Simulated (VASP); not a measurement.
VASP input:

File KPOINTS:
```
K-points
0
gamma
8 8 8
```

File POSCAR:
```
Li2Se
1
    0.0000000000     2.5037932177     2.5037932177
    2.5037932177     0.0000000000     2.5037932177
    2.5037932177     2.5037932177    -0.0000000000
Li Se
2 1
Direct
  0.2500000000   0.2500000000   0.2500000000
  0.7500000000   0.7500000000   0.7500000000
  0.0000000000   0.0000000000   0.0000000000
```

### INCAR
```
ALGO  =  Normal
EDIFF  =  1E-6
EDIFFG  =  -0.02
ENCUT  =  620
IBRION  =  2
ISIF  =  3
ISMEAR  =  0
LASPH  =  .True.
LCHARG  =  .False.
LMAXMIX  =  4
LREAL  =  .False.
LWAVE  =  .False.
NELM  =  100
NSW  =  40
PREC  =  Accurate
PSTRESS  =  450
SIGMA  =  0.05
SYSTEM  =  Li2Se
```

POTCAR, in this order: Li_sv Se (LDA.64 set). Program: vasp_std.

Write an equivalent input for Quantum ESPRESSO's pw.x.

One equivalent input (not run):
```
&CONTROL
  calculation = 'vc-relax'
  pseudo_dir = './pseudo'
  outdir = './out'
  tprnfor = .true.
  tstress = .true.
  nstep = 40
  forc_conv_thr = 0.00078
/
&SYSTEM
  ibrav = 0
  nat = 3
  ntyp = 2
  ecutwfc = 86
  occupations = 'smearing'
  smearing = 'gaussian'
  degauss = 0.003675
  input_dft = 'pz'
/
&ELECTRONS
  conv_thr = 7.3e-08
  electron_maxstep = 100
/
&IONS
/
&CELL
  press = 450
/
ATOMIC_SPECIES
  Li 6.940 Li.upf
  Se 78.971 Se.upf
CELL_PARAMETERS angstrom
     0.0000000    2.5037932    2.5037932
     2.5037932    0.0000000    2.5037932
     2.5037932    2.5037932   -0.0000000
ATOMIC_POSITIONS crystal
  Li   0.2500000  0.2500000  0.2500000
  Li   0.7500000  0.7500000  0.7500000
  Se   0.0000000  0.0000000  0.0000000
K_POINTS automatic
  8 8 8 0 0 0
```
The two are equivalent in intent, not identical: the potentials are each code's own (VASP's PAW set, PseudoDojo norm-conserving files in pw.x), so ENCUT and ecutwfc are chosen apart and not converted; conv_thr bounds pw.x's estimated SCF error, while EDIFF bounds the energy change between steps; forc_conv_thr acts on force components and is met together with etot_conv_thr.

The compound is Li2Se in the antifluorite structure. It was relaxed first under an external pressure of 45 GPa.
